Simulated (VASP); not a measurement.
Ta2Bi2O:

```xyz
5
Lattice="-2.7788 2.7788 4.1778 2.7788 -2.7788 4.1778 2.7788 2.7788 -4.1778" Properties=species:S:1:pos:R:3 pbc="T T T"
Ta    0.0000    0.0000    1.7459
Ta    0.0000    0.0000    6.6097
Bi    0.0000    2.7788    0.0000
Bi    2.7788    0.0000    0.0000
O     0.0000    0.0000    4.1778
```

The cell was built by a generator and needn't be a form met in nature.

- Program: VASP 6.6.1
- Task: relaxation of cell and atoms
- Functional: PBE
- Potentials or basis: VASP PAW PBE potentials, release 64 (Ta_pv, Bi_d, O)
- Cutoff: 520 eV
- k mesh: 4 × 4 × 4
- Occupations: gaussian, width 0.15 eV
- Spin: no spin polarisation

At the start: pressure -18.8 GPa; volume 25.81 Å³/atom.

Problem. How do energy, volume and symmetry change on relaxing?

Solution. Over 17 steps the energy falls by 629.8 meV/atom and the volume is 19.78 Å³/atom (-23.4 %); space group I4/mmm (No. 139, to 0.05 Å).

Step by step:
```csv
step,energy change (eV),largest force (eV/Å),pressure (GPa),volume (Å³)
1,0.0000,1.0368,-18.82,129.04
2,-1.0336,0.0359,41.86,79.99
3,-2.9120,1.4619,-0.46,97.06
4,-2.9181,1.4462,0.63,96.25
5,-2.9185,1.4359,1.13,95.66
6,-3.0805,0.6110,3.01,96.03
7,-3.0875,0.2264,3.57,96.11
8,-3.1266,0.0956,-2.07,101.55
9,-3.1397,0.0144,-0.70,99.69
10,-3.1395,0.0309,-0.30,99.43
11,-3.1480,0.1538,-0.16,98.96
12,-3.1480,0.1620,-0.34,98.94
13,-3.1479,0.1744,-0.23,98.89
14,-3.1479,0.1746,-0.07,98.91
15,-3.1480,0.1702,-0.05,98.92
16,-3.1484,0.0373,0.36,98.85
17,-3.1488,0.0771,0.07,98.88
```

Final structure:
```yaml
crystal:
  lattice:
    - [-2.61045, 2.61045, 3.62756]
    - [2.61045, -2.61045, 3.62756]
    - [2.61045, 2.61045, -3.62756]
  atoms:
    - { symbol: Ta, position: [0.22858, 0.22858, 0.00000] }
    - { symbol: Ta, position: [0.77142, 0.77142, 0.00000] }
    - { symbol: Bi, position: [0.50000, 0.00000, 0.50000] }
    - { symbol: Bi, position: [0.00000, 0.50000, 0.50000] }
    - { symbol: O, position: [0.50000, 0.50000, 0.00000] }
```

Caveat: the k mesh is coarse (spacing up to 0.40 Å⁻¹), so the values aren't converged; the volume moved by over 15 % at a fixed basis, so the end points are rough; the relaxation stopped at a loose force limit of 0.08 eV/Å, so its end isn't a converged minimum.
